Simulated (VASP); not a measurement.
An input for Quantum ESPRESSO's pw.x (written as the equivalent of a VASP run, and not itself run):

```
&CONTROL
  calculation = 'vc-relax'
  pseudo_dir = './pseudo'
  outdir = './out'
  tprnfor = .true.
  tstress = .true.
  nstep = 60
  forc_conv_thr = 0.00039
/
&SYSTEM
  ibrav = 0
  nat = 2
  ntyp = 2
  ecutwfc = 88
  occupations = 'smearing'
  smearing = 'gaussian'
  degauss = 0.003675
  input_dft = 'pbe'
/
&ELECTRONS
  conv_thr = 7.3e-08
  electron_maxstep = 100
/
&IONS
/
&CELL
/
ATOMIC_SPECIES
  Be 9.012 Be.upf
  Te 127.600 Te.upf
CELL_PARAMETERS angstrom
     0.0000000    2.8150000    2.8150000
     2.8150000    0.0000000    2.8150000
     2.8150000    2.8150000    0.0000000
ATOMIC_POSITIONS crystal
  Be   0.0000000  0.0000000  0.0000000
  Te   0.2500000  0.2500000  0.2500000
K_POINTS automatic
  7 7 7 0 0 0
```

Q: Translate this input to VASP (INCAR, KPOINTS, POSCAR, choice of POTCAR).

A: This is not unique; one that fits is 
KPOINTS:
```
Automatic mesh
0
Gamma
7 7 7
0 0 0
```

INCAR:
```
! general
SYSTEM   =  BeTe
PREC     =  Accurate
ENCUT    =  400
LREAL    =  F
LASPH    =  T

! electronic loop
EDIFF    =  1E-6
NELM     =  100
ALGO     =  Normal
LMAXMIX  =  4

! smearing
ISMEAR   =  0
SIGMA    =  0.05

! functional
GGA      =  PE

! ions
IBRION   =  2
NSW      =  60
ISIF     =  3
EDIFFG   =  -0.01

! output
LWAVE    =  F
LCHARG   =  F
```

### POSCAR
```
BeTe
1
    0.0000000000     2.8150000000     2.8150000000
    2.8150000000     0.0000000000     2.8150000000
    2.8150000000     2.8150000000     0.0000000000
Be Te
1 1
Direct
  0.0000000000   0.0000000000   0.0000000000
  0.2500000000   0.2500000000   0.2500000000
```

POTCAR, in this order: Be Te (PBE.64 set). Program: vasp_std.

Limits of the translation: the potentials are each code's own (VASP's PAW set, PseudoDojo norm-conserving files in pw.x), so ENCUT and ecutwfc are chosen apart and not converted; conv_thr bounds pw.x's estimated SCF error, while EDIFF bounds the energy change between steps; forc_conv_thr acts on force components and is met together with etot_conv_thr.

The compound is BeTe in the zinc blende structure. This run relaxes it. Symmetry was kept, so distortions that lower it aren't found.
